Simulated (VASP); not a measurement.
# Be2CdS3 (Cmc2_1) in VASP: notebook

The runs below take Be2CdS3 through equation of state, with PBE.

Program: VASP 6.6.1. These are calculated values, not measurements. Logs are shortened: lines on timing, memory, paths and dates and some standing lists are left out, and cuts for length are marked.

## 1. The structure

It takes space group Cmc2_1 (No. 36, orthorhombic). Conventional cell: a = 11.047 Å, b = 6.387 Å, c = 5.976 Å, α = 90.00°, β = 90.00°, γ = 90.00°. Be (site symmetry 1) has 4 S at 2.12 to 2.14 Å as nearest neighbours. Around Cd (site symmetry m) lie 4 S at 2.55 to 2.57 Å. S (site symmetry 1) is surrounded by 3 Be at 2.12 to 2.14 Å. S (site symmetry m) is surrounded by 2 Be at 2.13 Å.

The cell was built by a generator and needn't be a form met in nature.

## 2. Equation of state, PBE, 17.57 Å³/atom

The input, INCAR:

```
ALGO     = Normal         # electronic algorithm
EDIFF    = 1E-6           # SCF threshold, eV
EDIFFG   = -0.02          # ionic threshold
ENCUT    = 520            # plane-wave cutoff, eV
GGA      = PE             # functional
IBRION   = 2              # ionic algorithm
ISIF     = 4              # what is computed and relaxed
ISMEAR   = 0              # smearing method
KPAR     = 4            
LASPH    = T              # aspherical terms in the spheres
LCHARG   = F              # write CHGCAR
LREAL    = F              # projectors in reciprocal space
LWAVE    = F              # write WAVECAR
NELM     = 100            # most SCF steps
NSW      = 30             # ionic steps
PREC     = Accurate       # precision mode
SIGMA    = 0.03           # smearing width, eV
```

The input, KPOINTS:

```
k-points
0
Gamma
  6 6 4
```

The input, POSCAR:

```
Be2CdS3
1.0
    5.5236600000     -3.1932600000      0.0000000000
    5.5236600000      3.1932600000      0.0000000000
    0.0000000000      0.0000000000      5.9756000000
Be Cd S
4 2 6
Direct
    0.4850280000      0.1684930000      0.0043390000
    0.8315070000      0.5149720000      0.0043390000
    0.5149720000      0.8315070000      0.5043390000
    0.1684930000      0.4850280000      0.5043390000
    0.1783380000      0.8216620000      0.9994580000
    0.8216620000      0.1783380000      0.4994580000
    0.5489620000      0.8367180000      0.8610820000
    0.1632820000      0.4510380000      0.8610820000
    0.7827390000      0.2172610000      0.9248950000
    0.4510380000      0.1632820000      0.3610820000
    0.8367180000      0.5489620000      0.3610820000
    0.2172610000      0.7827390000      0.4248950000
```

Potentials or basis: VASP PAW PBE potentials, release 64 (Be, Cd, S).

Command:

```
cat potpaw_PBE.64/Be/POTCAR potpaw_PBE.64/Cd/POTCAR potpaw_PBE.64/S/POTCAR > POTCAR
mpirun -np 4 vasp_std > vasp.out
```

OUTCAR:

```text
EDIFF = 1E-6
   EDIFFG = -0.02
   ENCUT = 520
   GGA = PE
   IBRION = 2
   ISIF = 4
   ISMEAR = 0
   LASPH = T
   LREAL = F
   NELM = 100
   NSW = 30
   PREC = Accurate

 ion  position               nearest neighbor table
   1  0.485  0.168  0.004-   8 2.12   7 2.13   9 2.13  10 2.14
   2  0.832  0.515  0.004-   7 2.12   8 2.13   9 2.13  11 2.14
   3  0.515  0.832  0.504-  11 2.12  10 2.13  12 2.13   7 2.14
   4  0.168  0.485  0.504-  10 2.12  11 2.13  12 2.13   8 2.14
   5  0.178  0.822  0.999-   7 2.55   8 2.55  12 2.55   9 2.57   6 3.76   6 3.76
   6  0.822  0.178  0.499-  10 2.55  11 2.55   9 2.55  12 2.57   5 3.76   5 3.76
   7  0.549  0.837  0.861-   2 2.12   1 2.13   3 2.14   5 2.55
   8  0.163  0.451  0.861-   1 2.12   2 2.13   4 2.14   5 2.55
   9  0.783  0.217  0.925-   1 2.13   2 2.13   6 2.55   5 2.57
  10  0.451  0.163  0.361-   4 2.12   3 2.13   1 2.14   6 2.55
  11  0.837  0.549  0.361-   3 2.12   4 2.13   2 2.14   6 2.55
  12  0.217  0.783  0.425-   3 2.13   4 2.13   5 2.55   6 2.57

  LATTYP: Found a base centered orthorhombic cell.
 ALAT       =     6.3865200000
 B/A-ratio  =     1.7297871141
 C/A-ratio  =     0.9356582301

  Lattice vectors:

 A1 = (  -5.5236600000,  -3.1932600000,   0.0000000000)
 A2 = (   5.5236600000,  -3.1932600000,   0.0000000000)
 A3 = (   0.0000000000,   0.0000000000,   5.9756000000)

Analysis of symmetry for initial positions (statically):
=====================================================================
 Subroutine PRICEL returns:
 Original cell was already a primitive cell.

 Routine SETGRP: Setting up the symmetry group for a
 base centered orthorhombic supercell.

 Subroutine GETGRP returns: Found  4 space group operations
 (whereof  2 operations were pure point group operations)
 out of a pool of  8 trial point group operations.

The static configuration has the point symmetry C_1h.
 The point group associated with its full space group is C_2v.

Analysis of symmetry for dynamics (positions and initial velocities):
=====================================================================
 Subroutine PRICEL returns:
 Original cell was already a primitive cell.

 Routine SETGRP: Setting up the symmetry group for a
 base centered orthorhombic supercell.

 Subroutine GETGRP returns: Found  4 space group operations
 (whereof  2 operations were pure point group operations)
 out of a pool of  8 trial point group operations.

The dynamic configuration has the point symmetry C_1h.
 The point group associated with its full space group is C_2v.

 Subroutine INISYM returns: Found  4 space group operations
 (whereof  2 operations are pure point group operations),
 and found     1 'primitive' translations

----------------------------------------------------------------------------------------

                                     Primitive cell

  volume of cell :     210.8010

  direct lattice vectors                    reciprocal lattice vectors
     5.523660000 -3.193260000  0.000000000     0.090519692 -0.156579796  0.000000000
     5.523660000  3.193260000  0.000000000     0.090519692  0.156579796  0.000000000
     0.000000000  0.000000000  5.975600000     0.000000000  0.000000000  0.167347212

  length of vectors
     6.380260906  6.380260906  5.975600000     0.180861956  0.180861956  0.167347212

  position of ions in fractional coordinates (direct lattice)
     0.485028000  0.168493000  0.004339000
     0.831507000  0.514972000  0.004339000
     0.514972000  0.831507000  0.504339000
     0.168493000  0.485028000  0.504339000
     0.178338000  0.821662000  0.999458000
     0.821662000  0.178338000  0.499458000
     0.548962000  0.836718000  0.861082000
     0.163282000  0.451038000  0.861082000
     0.782739000  0.217261000  0.924895000
     0.451038000  0.163282000  0.361082000
     0.836718000  0.548962000  0.361082000
     0.217261000  0.782739000  0.424895000

  ion indices of the primitive-cell ions
   primitive index   ion index
                 1           1
                 2           2
                 3           3
                 4           4
                 5           5
                 6           6
                 7           7
                 8           8
                 9           9
                10          10
                11          11
                12          12

----------------------------------------------------------------------------------------

 KPOINTS: k-points

Automatic generation of k-mesh.
 Grid dimensions read from file:
 generate k-points for:    6    6    4

 Generating k-lattice:

  Cartesian coordinates                     Fractional coordinates (reciprocal lattice)
     0.015086615 -0.026096633  0.000000000     0.166666667 -0.000000000  0.000000000
     0.015086615  0.026096633  0.000000000    -0.000000000  0.166666667  0.000000000
     0.000000000  0.000000000  0.041836803     0.000000000  0.000000000  0.250000000

  Length of vectors
     0.030143659  0.030143659  0.041836803

  Shift w.r.t. Gamma in fractional coordinates (k-lattice)
     0.000000000  0.000000000  0.000000000

 Subroutine IBZKPT returns following result:
 ===========================================

 Found     39 irreducible k-points:

 Following reciprocal coordinates:
            Coordinates               Weight
  0.000000  0.000000  0.000000      1.000000
  0.166667 -0.000000  0.000000      4.000000
  0.333333  0.000000  0.000000      4.000000
  0.500000  0.000000  0.000000      2.000000
  0.166667  0.166667  0.000000      2.000000
  0.333333  0.166667  0.000000      4.000000
[... 16 lines left out ...]
  0.333333  0.333333  0.250000      4.000000
  0.500000  0.333333  0.250000      8.000000
 [... further k-points ...]
   k-points           NKPTS =     39   k-points in BZ     NKDIM =     39   number of bands    NBANDS=     41
   number of dos      NEDOS =    301   number of ions     NIONS =     12
   total plane-waves  NPLWV = 110592
   dimension x,y,z NGX =    48 NGY =   48 NGZ =   48
   dimension x,y,z NGXF=    96 NGYF=   96 NGZF=   96
   ions per type =               4   2   6
   NGX,Y,Z   is equivalent  to a cutoff of  12.51, 12.51, 13.35 a.u.
   NGXF,Y,Z  is equivalent  to a cutoff of  25.01, 25.01, 26.71 a.u.
 SYSTEM =  unknown system
   PREC   = accura    normal or accurate (medium, high low for compatibility)
   ISTART =      0    job   : 0-new  1-cont  2-samecut
   ICHARG =      2    charge: 1-file 2-atom 10-const
   ISPIN  =      1    spin polarized calculation?
   LNONCOLLINEAR =      F non collinear calculations
   LSORBIT =      F    spin-orbit coupling
   LASPH  =      T    aspherical Exc in radial PAW
   ENCUT  =  520.0 eV  38.22 Ry    6.18 a.u.  11.86 11.86 11.11*2*pi/ulx,y,z
   NELM   =    100;   NELMIN=  2; NELMDL= -5     # of ELM steps
   EDIFF  = 0.1E-05   stopping-criterion for ELM
   LREAL  =      F    real-space projection
   EDIFFG = -.2E-01   stopping-criterion for IOM
   NSW    =     30    number of steps for IOM
   IBRION =      2    ionic relax: 0-MD 1-quasi-New 2-CG
   NFREE  =      1    steps in history (QN), initial steepest desc. (CG)
   ISIF   =      4    stress and relaxation
   ISYM   =      2    0-nonsym 1-usesym 2-fastsym
   POTIM  = 0.5000    time-step for ionic-motion
   TEBEG  =    0.0;   TEEND  =   0.0 temperature during run
   PSTRESS=    0.0 pullay stress
   NELECT =      68.0000    total number of electrons
   NUPDOWN=      -1.0000    fix difference up-down
   EMIN   =  10.00;   EMAX   =-10.00  energy-range for DOS
   EFERMI =   0.00;   METHOD = LEGACY
   ISMEAR =     0;   SIGMA  =   0.03  broadening in eV -4-tet -1-fermi 0-gaus
   EFERMI_NEDOS =   21; number of points for ismear=-14 and -15
   IALGO  =     38    algorithm
   IMIX   =      4    mixing-type and parameters
     AMIX     =   0.40;   BMIX     =  1.00
     AMIX_MAG =   1.60;   BMIX_MAG =  1.00
  volume/ion in A,a.u.               =      17.57       118.55
  Fermi-wavevector in a.u.,A,eV,Ry     =   1.122760  2.121709 17.151365  1.260590
  Thomas-Fermi vector in A             =   2.259422
   LORBIT       =      0    0 simple, 1 ext, 2 COOP (PROOUT), +10 PAW based schemes
   GGA     = PE    functional components
   LHFCALC =     F    Hartree Fock is set to
   AEXX    =    0.0000 exact exchange contribution
   IVDW    =     0    specifies the selected vdW correction
   LEPSILON=     F    determine dielectric tensor
   LRPA    =     F    only Hartree local field effects (RPA)
 conjugate gradient relaxation of ions
 non-spin polarized calculation
 Gauss-broadening in eV      SIGMA  =   0.03
  energy-cutoff  :      520.00
  volume of cell :      210.80
 maximum number of plane-waves:      5710
   NGX = 23   NGY = 23   NGZ = 23

 number of electron      68.0000007 magnetization

 Free energy of the ion-electron system (eV)
  ---------------------------------------------------
  ext. energy  EPLUGINS =         0.00000000
  ---------------------------------------------------
  free energy    TOTEN  =       -51.94301225 eV

  energy without entropy =      -51.94301225  energy(sigma->0) =      -51.94301225

 E-fermi :   3.0536     XC(G=0):  -9.5975

 val. band max:        2.8753405659   @ k =   0.0000   0.0000   0.0000
 cond. band min:       5.9429741991   @ k =   0.0000   0.0000   0.0000
 fundamental gap:      3.0676336332
 Fermi energy:         3.0535807240

 k-point     1 :       0.0000    0.0000    0.0000
  band No.  band energies     occupation
      1     -10.1868      2.00000
      2      -9.0740      2.00000
      3      -8.7341      2.00000
      4      -8.7188      2.00000
      5      -8.6954      2.00000
      6      -8.6937      2.00000
[... 1045 lines left out ...]
     40       8.2926      0.00000
     41       8.8096      0.00000

 [... further k-points ...]

------------------------ aborting loop because EDIFF is reached ----------------------------------------

  FORCE on cell =-STRESS in cart. coord.  units (eV):
  Direction    XX          YY          ZZ          XY          YZ          ZX
  --------------------------------------------------------------------------------------
  -------------------------------------------------------------------------------------
  Total        0.0029045     -0.0220938      0.0015410      0.0000000      0.0000000      0.0000000
  in kB        0.0220755     -0.1679222      0.0117122      0.0000000      0.0000000      0.0000000
  external PRESSURE =      -0.0447115 kB  Pullay stress =       0.0000000 kB

 VOLUME and BASIS-vectors are now :
 -----------------------------------------------------------------------------
  energy-cutoff  :      520.00
  volume of cell :      210.80
      direct lattice vectors                 reciprocal lattice vectors
     5.523660000 -3.193260000  0.000000000     0.090519692 -0.156579796  0.000000000
     5.523660000  3.193260000  0.000000000     0.090519692  0.156579796  0.000000000
     0.000000000  0.000000000  5.975600000     0.000000000  0.000000000  0.167347212

 POSITION                                       TOTAL-FORCE (eV/Angst)
 -----------------------------------------------------------------------------------
      3.60983     -1.01078      0.02593         0.000460      0.000420      0.001388
      7.43749     -1.01078      0.02593        -0.000460      0.000420      0.001388
      7.43749      1.01078      3.01373        -0.000460     -0.000420      0.001388
      3.60983      1.01078      3.01373         0.000460     -0.000420      0.001388
      5.52366      2.05430      5.97236        -0.000000      0.000380     -0.003863
      5.52366     -2.05430      2.98456        -0.000000     -0.000380     -0.003863
      7.65403      0.91888      5.14548        -0.000016     -0.001076      0.001233
      3.39329      0.91888      5.14548         0.000016     -0.001076      0.001233
      5.52366     -1.80572      5.52680        -0.000000     -0.002148     -0.001378
      3.39329     -0.91888      2.15768         0.000016      0.001076      0.001233
      7.65403     -0.91888      2.15768        -0.000016      0.001076      0.001233
      5.52366      1.80572      2.53900        -0.000000      0.002148     -0.001378
 -----------------------------------------------------------------------------------
    total drift:                                0.000000     -0.000000     -0.000206

  FREE ENERGIE OF THE ION-ELECTRON SYSTEM (eV)
  ---------------------------------------------------
  free  energy   TOTEN  =       -51.9430122458 eV

  energy  without entropy=      -51.9430122458  energy(sigma->0) =      -51.94301225

 reached required accuracy - stopping structural energy minimisation
```

Wall time 1.7 min (4 MPI ranks of Intel Xeon Platinum 8488C (Sapphire Rapids), shared host); peak memory 0.5 GiB.

Results:

- Free energy: -51.9430 eV
- Pressure: 0.0 GPa
- Largest force: 0.004 eV/Å
- Band gap on the k mesh: 3.07 eV, direct

## 3. Equation of state, PBE, 17.04 Å³/atom (volume scaled by 0.97)

INCAR is that of step 2.

KPOINTS is that of step 2.

POSCAR, as its differences from that of step 2:

```diff
@@ -2,5 +2,5 @@
 1.0
-    5.5236600000     -3.1932600000      0.0000000000
-    5.5236600000      3.1932600000      0.0000000000
-    0.0000000000      0.0000000000      5.9756000000
+    5.4678616396     -3.1610026431      0.0000000000
+    5.4678616396      3.1610026431      0.0000000000
+    0.0000000000      0.0000000000      5.9152362770
 Be Cd S
```

Potentials or basis: VASP PAW PBE potentials, release 64 (Be, Cd, S).

Command:

```
cat potpaw_PBE.64/Be/POTCAR potpaw_PBE.64/Cd/POTCAR potpaw_PBE.64/S/POTCAR > POTCAR
mpirun -np 4 vasp_std > vasp.out
```

Run time: 2.7 min. Hardware: 4 MPI ranks of Intel Xeon Platinum 8488C (Sapphire Rapids), shared host; peak memory 0.51 GiB.

It converged, with:

- Free energy: -51.8935 eV
- Pressure: 2.5 GPa
- Largest force: 0.013 eV/Å
- Band gap on the k mesh: 3.18 eV, direct

## 4. Equation of state, PBE, 18.09 Å³/atom (volume scaled by 1.03)

INCAR is that of step 3.

KPOINTS is that of step 3.

POSCAR, as its differences from that of step 3:

```diff
@@ -2,5 +2,5 @@
 1.0
-    5.4678616396     -3.1610026431      0.0000000000
-    5.4678616396      3.1610026431      0.0000000000
-    0.0000000000      0.0000000000      5.9152362770
+    5.5783532599     -3.2248784919      0.0000000000
+    5.5783532599      3.2248784919      0.0000000000
+    0.0000000000      0.0000000000      6.0347682044
 Be Cd S
```

Command:

```
cat potpaw_PBE.64/Be/POTCAR potpaw_PBE.64/Cd/POTCAR potpaw_PBE.64/S/POTCAR > POTCAR
mpirun -np 4 vasp_std > vasp.out
```

Wall time 2.6 min (4 MPI ranks of Intel Xeon Platinum 8488C (Sapphire Rapids), shared host); peak memory 0.53 GiB.

It converged, with:

- Free energy: -51.9005 eV
- Pressure: -2.2 GPa
- Largest force: 0.010 eV/Å
- Band gap on the k mesh: 2.96 eV, direct

## 5. Equation of state, PBE, 16.51 Å³/atom (volume scaled by 0.94)

INCAR is that of step 4.

KPOINTS is that of step 4.

POSCAR, as its differences from that of step 4:

```diff
@@ -2,5 +2,5 @@
 1.0
-    5.5783532599     -3.2248784919      0.0000000000
-    5.5783532599      3.2248784919      0.0000000000
-    0.0000000000      0.0000000000      6.0347682044
+    5.4109006053     -3.1280731375      0.0000000000
+    5.4109006053      3.1280731375      0.0000000000
+    0.0000000000      0.0000000000      5.8536147512
 Be Cd S
```

Command:

```
cat potpaw_PBE.64/Be/POTCAR potpaw_PBE.64/Cd/POTCAR potpaw_PBE.64/S/POTCAR > POTCAR
mpirun -np 4 vasp_std > vasp.out
```

It took 3 min on 4 MPI ranks of Intel Xeon Platinum 8488C (Sapphire Rapids), shared host; peak memory 0.51 GiB.

Results (log left out):

| Item | Value |
| --- | --- |
| Free energy | -51.7372 eV |
| Pressure | 5.4 GPa |
| Largest force | 0.017 eV/Å |
| Band gap on the k mesh | 3.28 eV, direct |

## 6. Equation of state, PBE, 18.62 Å³/atom (volume scaled by 1.06)

INCAR is that of step 5.

KPOINTS is that of step 5.

POSCAR, as its differences from that of step 5:

```diff
@@ -2,5 +2,5 @@
 1.0
-    5.4109006053     -3.1280731375      0.0000000000
-    5.4109006053      3.1280731375      0.0000000000
-    0.0000000000      0.0000000000      5.8536147512
+    5.6319945627     -3.2558888413      0.0000000000
+    5.6319945627      3.2558888413      0.0000000000
+    0.0000000000      0.0000000000      6.0927983817
 Be Cd S
```

Potentials or basis: VASP PAW PBE potentials, release 64 (Be, Cd, S).

Command:

```
cat potpaw_PBE.64/Be/POTCAR potpaw_PBE.64/Cd/POTCAR potpaw_PBE.64/S/POTCAR > POTCAR
mpirun -np 4 vasp_std > vasp.out
```

Wall time 2.7 min (4 MPI ranks of Intel Xeon Platinum 8488C (Sapphire Rapids), shared host); peak memory 0.52 GiB.

It converged, with:

```
Free energy            : -51.7789 eV
Pressure               : -4.0 GPa
Largest force          : 0.015 eV/Å
Band gap on the k mesh : 2.86 eV, direct
```
